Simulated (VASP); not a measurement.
An input for Quantum ESPRESSO's pw.x (written as the equivalent of a VASP run, and not itself run):

```
&CONTROL
  calculation = 'scf'
  pseudo_dir = './pseudo'
  outdir = './out'
  tprnfor = .true.
  tstress = .true.
/
&SYSTEM
  ibrav = 0
  nat = 4
  ntyp = 1
  ecutwfc = 36
  occupations = 'tetrahedra'
  input_dft = 'pbesol'
/
&ELECTRONS
  conv_thr = 7.3e-09
  electron_maxstep = 100
/
ATOMIC_SPECIES
  Si 28.085 Si.upf
CELL_PARAMETERS angstrom
     3.8294287    0.0000000    0.0000000
    -1.9147144    3.3163821   -0.0000000
     0.0000000   -0.0000000    6.3223196
ATOMIC_POSITIONS crystal
  Si   0.3333330  0.6666670  0.0627923
  Si   0.6666670  0.3333330  0.9372077
  Si   0.6666670  0.3333330  0.5627923
  Si   0.3333330  0.6666670  0.4372077
K_POINTS automatic
  8 8 4 0 0 0
```

Problem. Translate this input to VASP (INCAR, KPOINTS, POSCAR, choice of POTCAR).

Solution. One answer among several that fit: 
File KPOINTS:
```
kpoints
0
Gamma
  8 8 4
```

INCAR:
```
GGA  =  PS
PREC  =  Accurate
NEDOS  =  601   # DOS grid
LCHARG  =  .TRUE.
LREAL  =  .FALSE.   # projection in real space or not
ENCUT  =  400   # plane-wave cut-off (eV)
LEFG  =  .TRUE.
ISIF  =  2   # forces and stress, cell fixed
LASPH  =  .TRUE.
EDIFF  =  1E-7   # SCF stop (eV)
NELM  =  100   # most electronic steps
LWAVE  =  .FALSE.
ALGO  =  Normal
SYSTEM  =  Si
LORBIT  =  11   # lm-projected
ISMEAR  =  -5
```

### POSCAR
```
Si
1
    3.8294287199     0.0000000000     0.0000000000
   -1.9147143599     3.3163821040    -0.0000000000
    0.0000000000    -0.0000000000     6.3223196397
Si
4
Direct
  0.3333330000   0.6666670000   0.0627922714
  0.6666670000   0.3333330000   0.9372077286
  0.6666670000   0.3333330000   0.5627922714
  0.3333330000   0.6666670000   0.4372077286
```

POTCAR, in this order: Si (PBE.64 set). Program: vasp_std.

What does not carry over: the potentials are each code's own (VASP's PAW set, PseudoDojo norm-conserving files in pw.x), so ENCUT and ecutwfc are chosen apart and not converted; conv_thr bounds pw.x's estimated SCF error, while EDIFF bounds the energy change between steps; the field gradients of LEFG aren't asked of the other code.

The structure comes from a computed database's Si entry (P6_3/mmc); how it stands against other phases isn't given here. It was relaxed first.
